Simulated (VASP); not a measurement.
A run of VASP 6.6.1 is set up as follows.

Contents of INCAR:

```
SYSTEM = Na2Al2O
  PREC = Accurate
  ENCUT = 520
  EDIFF = 1E-6
  ISMEAR = 0
  SIGMA = 0.1
  LREAL = .FALSE.
  LASPH = .TRUE.
  NELM = 150
  ALGO = Normal
  ISIF = 2
  LWAVE = .FALSE.
  LCHARG = .TRUE.
  ISPIN = 2
  MAGMOM = 0 0 0 0 1
  LORBIT = 11
  GGA = PE
  LELF = .TRUE.
  LVHAR = .TRUE.
  NBANDS = 25
```

Contents of KPOINTS:

```
regular mesh
0
G
  6 6 6
  0 0 0
```

POSCAR

```
Na2Al2O
1.0
   -1.8957647300      1.8957647300      4.5754706100
    1.8957647300     -1.8957647300      4.5754706100
    1.8957647300      1.8957647300     -4.5754706100
Na Al O
2 2 1
Direct
    0.6250064400      0.6250064400      0.0000000000
    0.3749935600      0.3749935600      0.0000000000
    0.2500000000      0.7500000000      0.5000000000
    0.7500000000      0.2500000000      0.5000000000
    0.0000000000      0.0000000000      0.0000000000
```

Potentials or basis: VASP PAW PBE potentials, release 64 (Na_pv, Al, O).

Run with:

```bash
$ cat potpaw_PBE.64/Na_pv/POTCAR potpaw_PBE.64/Al/POTCAR potpaw_PBE.64/O/POTCAR > POTCAR
$ mpirun -np 1 vasp_std > vasp.out
```

Q: Estimate the pressure.

A: 47.2 GPa.

Q: Predict the largest force.

A: 6.707 eV/Å.

Q: Estimate the band gap on the k mesh.

A: None (metal or under the smearing width).

Stress tensor (GPa, compression positive):
```
46.03  0.00  0.00
 0.00 46.03  0.00
 0.00  0.00 49.49
```

Caveat: the k mesh is coarse (spacing up to 0.39 Å⁻¹), so the values aren't converged; a pressure of tens of GPa on the cell as given is suspect, and the run, the potentials or the cell itself is likely at fault; forces of over 1 eV/Å show positions far from the minimum, so gaps and moduli don't describe the material at rest.
